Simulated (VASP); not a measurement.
These are LDA (Ceperley-Alder, Perdew-Zunger), VASP's LDA PAW potentials (set 64) (plane waves; VASP 6.6.1) values and carry that method's errors.

Gaps are without spin-orbit coupling.

Order these relaxed crystals by band gap, smallest first: NaLiCdS2, P3m1 (156); WN2, P-6m2 (187); AlClO, Pmmn (59); BN, P6_3mc (186).

WN2, P-6m2 (187) (1.21 eV), NaLiCdS2, P3m1 (156) (1.65 eV), BN, P6_3mc (186) (4.91 eV), AlClO, Pmmn (59) (5.80 eV)
